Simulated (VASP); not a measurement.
Consider the following.

```xyz
2
Lattice="3.1824 0.0000 0.0000 0.0000 3.1824 0.0000 0.0000 0.0000 3.1824" Properties=species:S:1:pos:R:3 pbc="T T T"
In     1.5912     1.5912     1.5912
Pd     0.0000     0.0000     0.0000
```

Method: revTPSS meta-GGA, VASP's PBE PAW potentials (set 64) (plane waves; VASP). Run with 520 eV cut-off, 11×11×11 Γ-centred mesh, first-order Methfessel-Paxton smearing of 0.10 eV, potentials In_d Pd.

Unless said otherwise, spin-orbit coupling is left out, though it shifts the bands of the heavy elements here.

**Question.** What does the run give for the energy per atom (σ→0), pressure, band gap (on the k-mesh) with the smallest direct gap where there is one?

**Answer.** 
```
Item                                                        Result
------------------------  ----------------------------------------
band gap (on the k-mesh)  none (metal, semimetal or under 0.01 eV)
energy per atom (σ→0)                               11.590 eV/atom
pressure                                                 10.23 GPa
```

The absolute energy has meaning only against runs of the same code, potentials and settings.

The compound is PdIn in the CsCl type structure. This cell is one point of a volume scan, at 0.94 of the reference volume. The electron count is odd and the run is not spin-polarised, which forces a metal.
